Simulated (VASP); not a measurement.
All values below come from PBEsol GGA, VASP's PBE PAW potentials (set 64) (plane waves; VASP 6.6.1).

The input files of a VASP run:

KPOINTS:
```
k-points along high-symmetry lines
15
Line-mode
Reciprocal
  0.000000   0.000000   0.000000 ! GAMMA
  0.500000   0.000000   0.500000 ! X

  0.500000   0.000000   0.500000 ! X
  0.625000   0.250000   0.625000 ! U

  0.375000   0.375000   0.750000 ! K
  0.000000   0.000000   0.000000 ! GAMMA

  0.000000   0.000000   0.000000 ! GAMMA
  0.500000   0.500000   0.500000 ! L

  0.500000   0.500000   0.500000 ! L
  0.500000   0.250000   0.750000 ! W

  0.500000   0.250000   0.750000 ! W
  0.500000   0.000000   0.500000 ! X
```

### POSCAR
```
NaI
1
    0.0000000000     3.2058260070     3.2058260070
    3.2058260070     0.0000000000     3.2058260070
    3.2058260070     3.2058260070     0.0000000000
Na I
1 1
Direct
  0.0000000000   0.0000000000   0.0000000000
  0.5000000000   0.5000000000   0.5000000000
```

### INCAR
```
ALGO = Normal
EDIFF = 1E-7
ENCUT = 520
GGA = PS
ICHARG = 11
ISMEAR = 0
LASPH = .TRUE.
LCHARG = .FALSE.
LMAXMIX = 4
LORBIT = 11
LREAL = .FALSE.
LWAVE = .FALSE.
NELM = 100
PREC = Accurate
SIGMA = 0.05
SYSTEM = NaI
```

POTCAR, in this order: Na_pv I (PBE.64 set). Program: vasp_std. Read from the step before: CHGCAR.

Output

OUTCAR:
```
 ion  position               nearest neighbor table
   1  0.000  0.000  0.000-
   2  0.500  0.500  0.500-
  LATTYP: Found a face centered cubic cell.
 ALAT       =     6.4116520140
 Subroutine PRICEL returns:
 Original cell was already a primitive cell.
 Subroutine GETGRP returns: Found 48 space group operations
The static configuration has the point symmetry O_h .
The dynamic configuration has the point symmetry O_h .
 Subroutine INISYM returns: Found 48 space group operations
   k-points           NKPTS =     90   k-points in BZ     NKDIM =     90   number of bands    NBANDS=     11
   number of dos      NEDOS =    301   number of ions     NIONS =      2
   total plane-waves  NPLWV =  46656
   dimension x,y,z NGX =    36 NGY =   36 NGZ =   36
   dimension x,y,z NGXF=    72 NGYF=   72 NGZF=   72
   ions per type =               1   1
   PREC   = accura    normal or accurate (medium, high low for compatibility)
   ISTART =      0    job   : 0-new  1-cont  2-samecut
   ICHARG =     11    charge: 1-file 2-atom 10-const
   ISPIN  =      1    spin polarized calculation?
   LNONCOLLINEAR =      F non collinear calculations
   LSORBIT =      F    spin-orbit coupling
   INIWAV =      1    electr: 0-lowe 1-rand  2-diag
   ENCUT  =  520.0 eV  38.22 Ry    6.18 a.u.   8.43  8.43  8.43*2*pi/ulx,y,z
   NELM   =    100;   NELMIN=  2; NELMDL= -5     # of ELM steps
   EDIFF  = 0.1E-06   stopping-criterion for ELM
   LREAL  =      F    real-space projection
   NLSPLINE    = F    spline interpolate recip. space projectors
   LMAXMIX     =    4 max onsite mixed and CHGCAR
   VOSKOWN=      0    Vosko Wilk Nusair interpolation
   EDIFFG = 0.1E-05   stopping-criterion for IOM
   NSW    =      0    number of steps for IOM
   NBLOCK =      1;   KBLOCK =      1    inner block; outer block
   IBRION =     -1    ionic relax: 0-MD 1-quasi-New 2-CG
   NFREE  =      0    steps in history (QN), initial steepest desc. (CG)
   ISIF   =      2    stress and relaxation
   ISYM   =      2    0-nonsym 1-usesym 2-fastsym
   TEIN   =    0.0    initial temperature
   TEBEG  =    0.0;   TEEND  =   0.0 temperature during run
   SMASS  =  -3.00    Nose mass-parameter (am)
   PSTRESS=    0.0 pullay stress
   NELECT =      14.0000    total number of electrons
   EFERMI =   0.00;   METHOD = LEGACY
   ISMEAR =     0;   SIGMA  =   0.05  broadening in eV -4-tet -1-fermi 0-gaus
   IALGO  =     38    algorithm
   LDIAG  =      T    sub-space diagonalisation (order eigenvalues)
   IMIX   =      4    mixing-type and parameters
     AMIX     =   0.40;   BMIX     =  1.00
     AMIX_MAG =   1.60;   BMIX_MAG =  1.00
     AMIN     =   0.10
   GGA     = PS    functional components
   VOSKOWN =     0    Vosko Wilk Nusair interpolation
   LHFCALC =     F    Hartree Fock is set to
   LHFONE  =     F    Hartree Fock one center treatment
   AEXX    =    0.0000 exact exchange contribution
   IVDW    =     0    specifies the selected vdW correction
   LEPSILON=     F    determine dielectric tensor
   LRPA    =     F    only Hartree local field effects (RPA)
  energy-cutoff  :      520.00
  volume of cell :       65.89
      direct lattice vectors                 reciprocal lattice vectors
     0.000000000  3.205826007  3.205826007    -0.155966044  0.155966044  0.155966044
     3.205826007  0.000000000  3.205826007     0.155966044 -0.155966044  0.155966044
     3.205826007  3.205826007  0.000000000     0.155966044  0.155966044 -0.155966044
 k-point     1 :   0.0000 0.0000 0.0000  plane waves:    1807
 k-point     2 :   0.0357 0.0000 0.0357  plane waves:    1807
 k-point     3 :   0.0714 0.0000 0.0714  plane waves:    1804
 k-point     4 :   0.1071 0.0000 0.1071  plane waves:    1788
 k-point     5 :   0.1429 0.0000 0.1429  plane waves:    1796
 k-point     6 :   0.1786 0.0000 0.1786  plane waves:    1792
 k-point     7 :   0.2143 0.0000 0.2143  plane waves:    1796
 k-point     8 :   0.2500 0.0000 0.2500  plane waves:    1748
 k-point     9 :   0.2857 0.0000 0.2857  plane waves:    1764
 k-point    10 :   0.3214 0.0000 0.3214  plane waves:    1752
...
```

OSZICAR:
```
       N       E                     dE             d eps       ncg     rms          rms(c)
DAV:   1     0.759998135044E+02    0.76000E+02   -0.68853E+03  1988   0.115E+03
DAV:   2     0.108599764220E+01   -0.74914E+02   -0.70401E+02  2143   0.234E+02
DAV:   3    -0.500798940105E+01   -0.60940E+01   -0.59243E+01  2412   0.669E+01
DAV:   4    -0.518718136688E+01   -0.17919E+00   -0.17908E+00  2417   0.119E+01
DAV:   5    -0.519198092639E+01   -0.47996E-02   -0.47993E-02  2350   0.202E+00
DAV:   6    -0.519221596834E+01   -0.23504E-03   -0.23504E-03  2820   0.437E-01
DAV:   7    -0.519221913183E+01   -0.31635E-05   -0.31635E-05  2392   0.400E-02
DAV:   8    -0.519221928418E+01   -0.15236E-06   -0.15237E-06  2200   0.790E-03
DAV:   9    -0.519221928755E+01   -0.33704E-08   -0.33711E-08  1567   0.142E-03
   1 F= -.51922193E+01 E0= -.51922193E+01  d E =-.180631E-13
```

File OUTCAR:
```
 val. band max:        0.9181205708   @ k =   0.0000   0.0000   0.0000

 cond. band min:       4.4973091703   @ k =   0.0000   0.0000   0.0000



 k-point     1 :       0.0000    0.0000    0.0000
  band No.  band energies     occupation
      1     -21.2962      2.00000
      2     -21.2962      2.00000
      3     -21.2962      2.00000
      4     -10.2143      2.00000
      5       0.9181      2.00000
      6       0.9181      2.00000
      7       0.9181      2.00000
      8       4.4973      0.00000
      9       8.7626      0.00000
     10       8.7626      0.00000
     11       8.7626      0.00000

 k-point     2 :       0.0357    0.0000    0.0357
  band No.  band energies     occupation
      1     -21.2963      2.00000
      2     -21.2963      2.00000
      3     -21.2963      2.00000
      4     -10.2090      2.00000
      5       0.8670      2.00000
      6       0.9060      2.00000
      7       0.9060      2.00000
      8       4.5686      0.00000
      9       8.6790      0.00000
     10       8.7946      0.00000
     11       8.7946      0.00000

 k-point     3 :       0.0714    0.0000    0.0714
  band No.  band energies     occupation
      1     -21.2965      2.00000
      2     -21.2963      2.00000
      3     -21.2963      2.00000
      4     -10.1934      2.00000
      5       0.7266      2.00000
      6       0.8707      2.00000
      7       0.8707      2.00000
      8       4.7682      0.00000
      9       8.4668      0.00000
     10       8.8893      0.00000
     11       8.8893      0.00000

 k-point     4 :       0.1071    0.0000    0.1071
  band No.  band energies     occupation
      1     -21.2969      2.00000
      2     -21.2965      2.00000
      3     -21.2964      2.00000
      4     -10.1681      2.00000
      5       0.5261      2.00000
      6       0.8151      2.00000
      7       0.8151      2.00000
      8       5.0615      0.00000
      9       8.1925      0.00000
     10       9.0425      0.00000
...
```

The density is held fixed in this step, so its total energy and stress have no physical meaning. Unless said otherwise, spin-orbit coupling is left out, though it shifts the bands of the heavy elements here.

The compound is NaI in the rock salt structure. It was relaxed first.
